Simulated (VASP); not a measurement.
These are PBEsol GGA, VASP's PBE PAW potentials (set 64) (plane waves; VASP) values and carry that method's errors.

The input files of a VASP run:

**POSCAR**
```
Cd4S3Te
1.0
  5.9747486086   0.0000000000   0.0000000000
  0.0000000000   5.9747486086   0.0000000000
  0.0000000000   0.0000000000   5.9747486086
Cd Te S
4 1 3
Cartesian
  5.8889995567   5.8889995567   5.8889995567
  3.0731233562   3.0731233562   5.8889995567
  3.0731233562   5.8889995567   3.0731233562
  5.8889995567   3.0731233562   3.0731233562
  1.4936871521   1.4936871521   1.4936871521
  4.4810614564   4.4810614564   1.4936871521
  4.4810614564   1.4936871521   4.4810614564
  1.4936871521   4.4810614564   4.4810614564
```

INCAR:
```
NSW=60   # most ionic steps
NELM=100   # most electronic steps
ISMEAR=0
IBRION=2   # conjugate gradients
EDIFF=1E-6   # SCF stop (eV)
PREC=Accurate
EDIFFG=-0.02
LREAL=.FALSE.   # projection in real space or not
GGA=PS
LCHARG=.FALSE.
ENCUT=400   # plane-wave cut-off (eV)
SIGMA=0.05   # width (eV)
SYSTEM=Cd4S3Te
ALGO=Normal   # blocked Davidson
LASPH=.TRUE.   # aspherical one-centre terms
LMAXMIX=4   # l cut-off of mixed one-centre charges
LWAVE=.FALSE.
ISIF=3   # ions, shape and volume
```

File KPOINTS:
```
Regular mesh
0
gamma
 4 4 4
0 0 0
```

POTCAR, in this order: Cd Te S (PBE.64 set). Program: vasp_std.

The run wrote:

**OSZICAR**
```
       N       E                     dE             d eps       ncg     rms          rms(c)
DAV:   1     0.442108480443E+03    0.44211E+03   -0.30324E+04   860   0.124E+03
DAV:   2    -0.790815214405E-01   -0.44219E+03   -0.43359E+03   957   0.337E+02
DAV:   3    -0.271294293358E+02   -0.27050E+02   -0.26944E+02  1004   0.824E+01
DAV:   4    -0.275071111662E+02   -0.37768E+00   -0.37702E+00  1015   0.917E+00
DAV:   5    -0.275134219808E+02   -0.63108E-02   -0.63097E-02   996   0.111E+00    0.152E+01
DAV:   6    -0.257342923142E+02    0.17791E+01   -0.44609E+00  1050   0.169E+01    0.118E+01
DAV:   7    -0.256962880606E+02    0.38004E-01   -0.15367E+00   939   0.519E+00    0.527E+00
DAV:   8    -0.256804230581E+02    0.15865E-01   -0.26339E-01  1036   0.384E+00    0.683E-01
DAV:   9    -0.256743283918E+02    0.60947E-02   -0.49512E-02  1046   0.186E+00    0.293E-01
DAV:  10    -0.256745523279E+02   -0.22394E-03   -0.28428E-03   934   0.322E-01    0.150E-01
DAV:  11    -0.256746312233E+02   -0.78895E-04   -0.19799E-04   983   0.708E-02    0.728E-02
DAV:  12    -0.256746740019E+02   -0.42779E-04   -0.76891E-05   948   0.557E-02    0.266E-02
DAV:  13    -0.256746780311E+02   -0.40292E-05   -0.13373E-05   870   0.163E-02    0.740E-03
DAV:  14    -0.256746783279E+02   -0.29683E-06   -0.15345E-06   658   0.622E-03
   1 F= -.25674678E+02 E0= -.25674678E+02  d E =-.256747E+02
       N       E                     dE             d eps       ncg     rms          rms(c)
DAV:   1    -0.257387881482E+02   -0.64110E-01   -0.13815E+00   943   0.950E+00    0.193E+00
DAV:   2    -0.256828137988E+02    0.55974E-01   -0.15579E-01   909   0.377E+00    0.653E-01
DAV:   3    -0.256771493611E+02    0.56644E-02   -0.18614E-02   967   0.896E-01    0.584E-01
DAV:   4    -0.256763482980E+02    0.80106E-03   -0.13785E-03   884   0.221E-01    0.110E-01
DAV:   5    -0.256761803716E+02    0.16793E-03   -0.66468E-04   983   0.210E-01    0.491E-02
DAV:   6    -0.256761805990E+02   -0.22745E-06   -0.50482E-05   902   0.477E-02    0.313E-02
DAV:   7    -0.256761812734E+02   -0.67437E-06   -0.93166E-06   857   0.130E-02
   2 F= -.25676181E+02 E0= -.25676181E+02  d E =-.150295E-02
       N       E                     dE             d eps       ncg     rms          rms(c)
DAV:   1    -0.256820398319E+02   -0.58592E-02   -0.12111E-01   938   0.279E+00    0.561E-01
DAV:   2    -0.256770333239E+02    0.50065E-02   -0.14108E-02   914   0.113E+00    0.188E-01
DAV:   3    -0.256765468413E+02    0.48648E-03   -0.16734E-03   959   0.266E-01    0.167E-01
DAV:   4    -0.256765013079E+02    0.45533E-04   -0.12415E-04   878   0.708E-02    0.316E-02
DAV:   5    -0.256764922964E+02    0.90115E-05   -0.59757E-05   977   0.635E-02    0.155E-02
DAV:   6    -0.256764931103E+02   -0.81388E-06   -0.44742E-06   861   0.143E-02
   3 F= -.25676493E+02 E0= -.25676493E+02  d E =-.181478E-02
```

**OUTCAR**
```
------------------------ aborting loop because EDIFF is reached ----------------------------------------
  FORCE on cell =-STRESS in cart. coord.  units (eV):
  Direction    XX          YY          ZZ          XY          YZ          ZX
  --------------------------------------------------------------------------------------
  Total       -0.0013019     -0.0013019     -0.0013019      0.0000000     -0.0000000      0.0000000
  in kB       -0.0097136     -0.0097136     -0.0097136      0.0000000     -0.0000000      0.0000000
  external PRESSURE =      -0.0097136 kB  Pullay stress =       0.0000000 kB
  volume of cell :      214.74
      direct lattice vectors                 reciprocal lattice vectors
     5.988274350 -0.000000000  0.000000000     0.166993017 -0.000000000  0.000000000
     0.000000000  5.988274350 -0.000000000     0.000000000  0.166993017 -0.000000000
    -0.000000000  0.000000000  5.988274350    -0.000000000  0.000000000  0.166993017
 POSITION                                       TOTAL-FORCE (eV/Angst)
 -----------------------------------------------------------------------------------
      5.90215      5.90215      5.90215         0.000143      0.000143      0.000143
      3.08026      3.08026      5.90215        -0.000143     -0.000143      0.000143
      3.08026      5.90215      3.08026        -0.000143      0.000143     -0.000143
      5.90215      3.08026      3.08026         0.000143     -0.000143     -0.000143
      1.49707      1.49707      1.49707         0.000000      0.000000      0.000000
      4.49121      4.49121      1.49707         0.000000      0.000000     -0.000000
      4.49121      1.49707      4.49121         0.000000      0.000000      0.000000
      1.49707      4.49121      4.49121         0.000000     -0.000000      0.000000
 -----------------------------------------------------------------------------------
    total drift:                               -0.000000     -0.000000     -0.000000
  FREE ENERGIE OF THE ION-ELECTRON SYSTEM (eV)
  ---------------------------------------------------
  free  energy   TOTEN  =       -25.6764931103 eV

  energy  without entropy=      -25.6764931103  energy(sigma->0) =      -25.67649311

 reached required accuracy - stopping structural energy minimisation
```
(Selected blocks of OUTCAR.)

**CONTCAR**
```
Cd4S3Te
   1.00000000000000
     5.9882743495539641   -0.0000000000000000    0.0000000000000000
     0.0000000000000000    5.9882743495539641   -0.0000000000000000
    -0.0000000000000000    0.0000000000000000    5.9882743495539641
  Cd              Te              S
     4     1     3
Direct
     0.9856181947453544    0.9856181947453544    0.9856181947453544
     0.5143818052546456    0.5143818052546456    0.9856181947453544
     0.5143818052546456    0.9856181947453544    0.5143818052546456
     0.9856181947453544    0.5143818052546456    0.5143818052546456
     0.2500000000000000    0.2500000000000000    0.2500000000000000
     0.7500000000000000    0.7500000000000000    0.2500000000000000
     0.7500000000000000    0.2500000000000000    0.7500000000000000
     0.2500000000000000    0.7500000000000000    0.7500000000000000
```

File OUTCAR:
```
 val. band max:        1.6613330893   @ k =   0.0000   0.0000   0.0000

 cond. band min:       2.2929453219   @ k =   0.0000   0.0000   0.0000


 Fermi energy:         1.8775049584

 k-point     1 :       0.0000    0.0000    0.0000
  band No.  band energies     occupation
      1     -10.7922      2.00000
      2     -10.3688      2.00000
      3     -10.3688      2.00000
      4      -8.8800      2.00000
      5      -6.3178      2.00000
      6      -6.3178      2.00000
      7      -6.3178      2.00000
      8      -6.1343      2.00000
      9      -6.1343      2.00000
     10      -6.1343      2.00000
     11      -6.0527      2.00000
     12      -6.0527      2.00000
     13      -6.0527      2.00000
     14      -5.9808      2.00000
     15      -5.9808      2.00000
     16      -5.9808      2.00000
     17      -5.9100      2.00000
     18      -5.9100      2.00000
     19      -5.8322      2.00000
     20      -5.8322      2.00000
     21      -5.8322      2.00000
     22      -5.4532      2.00000
     23      -5.4532      2.00000
     24      -5.4087      2.00000
     25      -2.5672      2.00000
     26      -2.5672      2.00000
     27      -2.5672      2.00000
     28      -0.5076      2.00000
     29      -0.5076      2.00000
     30      -0.5076      2.00000
     31      -0.2279      2.00000
     32      -0.2279      2.00000
     33      -0.2279      2.00000
     34       1.6613      2.00000
     35       1.6613      2.00000
     36       1.6613      2.00000
     37       2.2929      0.00000
     38       4.6064      0.00000
     39       4.8200      0.00000
     40       4.8200      0.00000
     41       5.3393      0.00000
     42       5.3393      0.00000
     43       5.3393      0.00000

 k-point     2 :       0.2500    0.0000    0.0000
  band No.  band energies     occupation
      1     -10.7302      2.00000
      2     -10.4185      2.00000
      3     -10.3691      2.00000
      4      -8.8879      2.00000
      5      -6.2828      2.00000
...
```

Unless said otherwise, spin-orbit coupling is left out, though it shifts the bands of the heavy elements here.

The structure was generated: Cd4S3Te was put into an ordered model structure (P-43m), which need not be its known phase. This run relaxes it. Symmetry was kept, so distortions that lower it aren't found. The start is the result of an earlier pass.
